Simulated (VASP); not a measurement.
Calculation: PBE GGA, VASP's PBE PAW potentials (set 64) (plane waves; VASP).

A VASP calculation is set up with these files.

### POSCAR
```
MgO
1.0
  0.0000000000   2.0219868055   2.0219868055
  2.0219868055   0.0000000000   2.0219868055
  2.0219868055   2.0219868055   0.0000000000
Mg O
1 1
Direct
  0.0000000000   0.0000000000   0.0000000000
  0.5000000000   0.5000000000   0.5000000000
```

### INCAR
```
ALGO = Normal
EDIFF = 1E-6
EDIFFG = -0.02
ENCUT = 620
GGA = PE
IBRION = 2
ISIF = 3
ISMEAR = 0
LASPH = .TRUE.
LCHARG = .FALSE.
LREAL = .FALSE.
LWAVE = .FALSE.
NELM = 100
NSW = 40
PREC = Accurate
PSTRESS = 450
SIGMA = 0.05
SYSTEM = MgO
```

KPOINTS:
```
Automatic mesh
0
Gamma
11 11 11
0 0 0
```

POTCAR, in this order: Mg O (PBE.64 set). Program: vasp_std.

Energy and stress use the plane-wave basis of the starting cell.

Task: What does the run give for the energy per atom (σ→0), volume per atom, band gap (on the k-mesh)?

Result: 
```yaml
energy per atom (σ→0): -5.754 eV/atom
band gap (on the k-mesh): 6.60 eV
volume_per_atom: 7.86 Å³/atom
```

### OSZICAR
```
...
DAV:   1    -0.117007915094E+02   -0.53403E+00   -0.44180E+00   896   0.220E+01    0.329E+00
DAV:   2    -0.115102742592E+02    0.19052E+00   -0.11104E+00   896   0.833E+00    0.389E-01
DAV:   3    -0.115087393563E+02    0.15349E-02   -0.78660E-03   976   0.110E+00    0.182E-01
DAV:   4    -0.115078530275E+02    0.88633E-03   -0.84053E-04   920   0.334E-01    0.312E-02
DAV:   5    -0.115078504576E+02    0.25699E-05   -0.55616E-05  1088   0.588E-02    0.104E-02
DAV:   6    -0.115078491118E+02    0.13458E-05   -0.90163E-07   552   0.939E-03    0.709E-04
DAV:   7    -0.115078491159E+02   -0.40154E-08   -0.53688E-08   456   0.257E-03
   3 F= -.70917469E+01 E0= -.70917469E+01  d E =-.401154E-01
```

The compound is MgO in the rock salt structure. This run relaxes it under an external pressure of 45 GPa. Symmetry was kept, so distortions that lower it aren't found.
